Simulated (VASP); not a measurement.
Level of theory: PBE GGA with D3 dispersion (Becke-Johnson damping), VASP's PBE PAW potentials (set 64) (plane waves; VASP).

Input for VASP

INCAR:
```
ALGO=Normal
EDIFF=1E-6
EDIFFG=-0.01
ENCUT=400
GGA=PE
IBRION=2
ISIF=3
ISMEAR=1
IVDW=12
LASPH=.TRUE.
LCHARG=.FALSE.
LMAXMIX=6
LREAL=.FALSE.
LWAVE=.FALSE.
NELM=100
NSW=60
PREC=Accurate
SIGMA=0.1
SYSTEM=Ir
```

**KPOINTS**
```
Automatic mesh
0
Gamma
15 15 15
0 0 0
```

**POSCAR**
```
Ir
1.0
  0.0000000000   1.9156000000   1.9156000000
  1.9156000000   0.0000000000   1.9156000000
  1.9156000000   1.9156000000   0.0000000000
Ir
1
Cart
  0.0000000000   0.0000000000   0.0000000000
```

POTCAR, in this order: Ir (PBE.64 set). Program: vasp_std.

The resulting files:

### OSZICAR
```
       N       E                     dE             d eps       ncg     rms          rms(c)
DAV:   1     0.298539699742E+02    0.29854E+02   -0.38665E+03  2128   0.819E+02
DAV:   2    -0.891213679266E+01   -0.38766E+02   -0.36205E+02  1928   0.177E+02
DAV:   3    -0.938787768128E+01   -0.47574E+00   -0.47537E+00  2760   0.264E+01
DAV:   4    -0.939085054219E+01   -0.29729E-02   -0.29727E-02  2480   0.151E+00
DAV:   5    -0.939086908007E+01   -0.18538E-04   -0.18538E-04  2824   0.754E-02    0.155E+01
DAV:   6    -0.893477409190E+01    0.45609E+00   -0.92587E-01  2176   0.134E+01    0.645E+00
DAV:   7    -0.884453414255E+01    0.90240E-01   -0.31917E-01  2504   0.733E+00    0.153E+00
DAV:   8    -0.883944002364E+01    0.50941E-02   -0.19286E-03  2096   0.677E-01    0.663E-01
DAV:   9    -0.883806722505E+01    0.13728E-02   -0.11403E-03  2416   0.552E-01    0.116E-02
DAV:  10    -0.883807340627E+01   -0.61812E-05   -0.48300E-06  2680   0.226E-02    0.745E-03
DAV:  11    -0.883807383424E+01   -0.42797E-06   -0.26234E-07  1640   0.553E-03
   1 F= -.95779874E+01 E0= -.95778674E+01  d E =-.957799E+01
       N       E                     dE             d eps       ncg     rms          rms(c)
DAV:   1    -0.894215771139E+01   -0.10408E+00   -0.34074E+00  2064   0.299E+01    0.238E+00
DAV:   2    -0.886104978154E+01    0.81108E-01   -0.22165E-01  2120   0.632E+00    0.107E+00
DAV:   3    -0.885296830853E+01    0.80815E-02   -0.36390E-02  2344   0.233E+00    0.430E-01
DAV:   4    -0.885296383410E+01    0.44744E-05   -0.64090E-04  2488   0.223E-01    0.909E-02
DAV:   5    -0.885299167786E+01   -0.27844E-04   -0.43737E-05  2664   0.642E-02    0.127E-02
DAV:   6    -0.885299634508E+01   -0.46672E-05   -0.23888E-06  2544   0.107E-02    0.795E-04
DAV:   7    -0.885299641488E+01   -0.69794E-07   -0.29805E-08  1040   0.177E-03
   2 F= -.95611286E+01 E0= -.95610085E+01  d E =0.168587E-01
       N       E                     dE             d eps       ncg     rms          rms(c)
DAV:   1    -0.890172102900E+01   -0.48725E-01   -0.21501E+00  2072   0.238E+01    0.232E+00
DAV:   2    -0.885155367903E+01    0.50167E-01   -0.12664E-01  2136   0.489E+00    0.685E-01
DAV:   3    -0.884598644893E+01    0.55672E-02   -0.24928E-02  2312   0.198E+00    0.221E-01
DAV:   4    -0.884602976612E+01   -0.43317E-04   -0.44513E-04  2568   0.190E-01    0.338E-02
DAV:   5    -0.884604984748E+01   -0.20081E-04   -0.18985E-05  2672   0.434E-02    0.563E-03
DAV:   6    -0.884605340805E+01   -0.35606E-05   -0.18638E-06  2304   0.877E-03    0.561E-04
DAV:   7    -0.884605343370E+01   -0.25651E-07   -0.31971E-08  1008   0.188E-03
   3 F= -.95792418E+01 E0= -.95791226E+01  d E =-.125441E-02
```

OUTCAR:
```
------------------------ aborting loop because EDIFF is reached ----------------------------------------
 Edisp (eV)   -0.73319
  FORCE on cell =-STRESS in cart. coord.  units (eV):
  Direction    XX          YY          ZZ          XY          YZ          ZX
  --------------------------------------------------------------------------------------
  Total      -0.00239    -0.00239    -0.00239     0.00000    -0.00000     0.00000
  in kB      -0.26961    -0.26961    -0.26961     0.00000    -0.00000     0.00000
  external pressure =       -0.27 kB  Pullay stress =        0.00 kB
  volume of cell :       14.18
      direct lattice vectors                 reciprocal lattice vectors
     0.000000000  1.921214046  1.921214046    -0.260252105  0.260252105  0.260252105
     1.921214046 -0.000000000  1.921214046     0.260252105 -0.260252105  0.260252105
     1.921214046  1.921214046  0.000000000     0.260252105  0.260252105 -0.260252105
 POSITION                                       TOTAL-FORCE (eV/Angst)
 -----------------------------------------------------------------------------------
      0.00000      0.00000      0.00000         0.000000      0.000000      0.000000
 -----------------------------------------------------------------------------------
    total drift:                                0.000000     -0.000000      0.000000
  FREE ENERGIE OF THE ION-ELECTRON SYSTEM (eV)
  ---------------------------------------------------
  free  energy   TOTEN  =        -9.5792417942 eV

  energy  without entropy=       -9.5788841583  energy(sigma->0) =       -9.57912258

 reached required accuracy - stopping structural energy minimisation
```
(Selected blocks of OUTCAR.)

**CONTCAR**
```
Ir
   1.00000000000000
     0.0000000000000000    1.9212140458100708    1.9212140458100708
     1.9212140458100708   -0.0000000000000000    1.9212140458100708
     1.9212140458100708    1.9212140458100708    0.0000000000000000
  Ir
     1
Direct
     0.0000000000000000    0.0000000000000000    0.0000000000000000
```

The structure comes from a measured Ir entry (Fm-3m) of the Crystallography Open Database, whose conditions weren't checked. This run relaxes it. Symmetry was kept, so distortions that lower it aren't found.
